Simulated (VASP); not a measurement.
Data:

```yaml
crystal:
  lattice:
    - [0.00000, 3.26345, 3.26345]
    - [3.26345, 0.00000, 3.26345]
    - [3.26345, 3.26345, 0.00000]
  atoms:
    - { symbol: Cd, position: [0.00000, 0.00000, 0.00000] }
    - { symbol: Te, position: [0.25000, 0.25000, 0.25000] }
```

The numbers are results of AM05 GGA, VASP's PBE PAW potentials (set 64) (plane waves; VASP), not measurements. Numerical set-up: 520 eV cut-off, Gaussian smearing of 0.050 eV, potentials Cd Te.

Unless said otherwise, spin-orbit coupling is left out, though it shifts the bands of the heavy elements here.

Problem. Give the energies of bands 7 to 12 at the high-symmetry points, in eV from the valence-band maximum.

Solution. 
```tsv
band	Γ	X	U	L	W
7	0.00	-4.23	-4.13	-4.32	-4.11
8	0.00	-1.80	-2.46	-0.75	-2.24
9	0.00	-1.80	-1.49	-0.75	-2.11
10	0.68	2.68	2.92	1.78	4.16
11	4.60	2.69	4.50	5.20	4.74
12	4.60	8.76	7.32	5.20	5.53
```

The gap is direct, 0.68 eV, from the valence maximum at Γ to the conduction minimum at Γ.

Measured: gap 1.63 eV (computed value off by -0.95 eV), as given by Anna Miglio et al., npj Computational Materials (2020), arXiv:2011.12765 [zero-point renormalisation of 16 meV (experimental, the table's column) added back].

The compound is CdTe in the zinc blende structure. It was relaxed first.
